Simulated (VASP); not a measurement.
OSZICAR of a VASP run on BaHfO3 (cubic perovskite):

File OSZICAR:
```
       N       E                     dE             d eps       ncg     rms          rms(c)
DAV:   1     0.237723332931E+03    0.23772E+03   -0.21340E+04   460   0.161E+03
DAV:   2    -0.372483170467E+02   -0.27497E+03   -0.27040E+03   590   0.348E+02
DAV:   3    -0.503391571982E+02   -0.13091E+02   -0.13066E+02   596   0.759E+01
DAV:   4    -0.505709774793E+02   -0.23182E+00   -0.23172E+00   666   0.987E+00
DAV:   5    -0.505782815402E+02   -0.73041E-02   -0.73039E-02   621   0.105E+00    0.588E+01
DAV:   6    -0.436761247956E+02    0.69022E+01   -0.42890E+01   551   0.381E+01    0.523E+01
DAV:   7    -0.435803830651E+02    0.95742E-01   -0.24341E+00   632   0.101E+01    0.331E+01
DAV:   8    -0.435666980517E+02    0.13685E-01   -0.35405E-01   580   0.499E+00    0.506E+00
DAV:   9    -0.435499290115E+02    0.16769E-01   -0.11001E-01   551   0.205E+00    0.161E+00
DAV:  10    -0.435496276427E+02    0.30137E-03   -0.12295E-02   586   0.743E-01    0.672E-01
DAV:  11    -0.435494245625E+02    0.20308E-03   -0.10084E-03   586   0.216E-01    0.188E-01
DAV:  12    -0.435494561643E+02   -0.31602E-04   -0.93689E-05   632   0.666E-02    0.177E-01
DAV:  13    -0.435494611659E+02   -0.50016E-05   -0.16252E-05   580   0.269E-02    0.878E-03
DAV:  14    -0.435494611148E+02    0.51089E-07   -0.62369E-07   419   0.570E-03
   1 F= -.44525873E+02 E0= -.44525873E+02  d E =-.445259E+02
```

**Question.** Which electronic solver shows in the log?

**Answer.** It is blocked Davidson (ALGO = Normal, or the opening steps of other solvers). The INCAR had ALGO = Normal.

**Question.** Can the final energy be trusted as converged?

**Answer.** The run converged. It stopped with EDIFF = 1E-6, NELM = 100, NSW = 60 and EDIFFG = -0.02 after 1 ionic step (PBE GGA with D4 dispersion, plane waves, VASP's PBE PAW potentials (set 64)).

The compound is BaHfO3 in the cubic perovskite structure. It was relaxed first. The start is the result of an earlier pass.
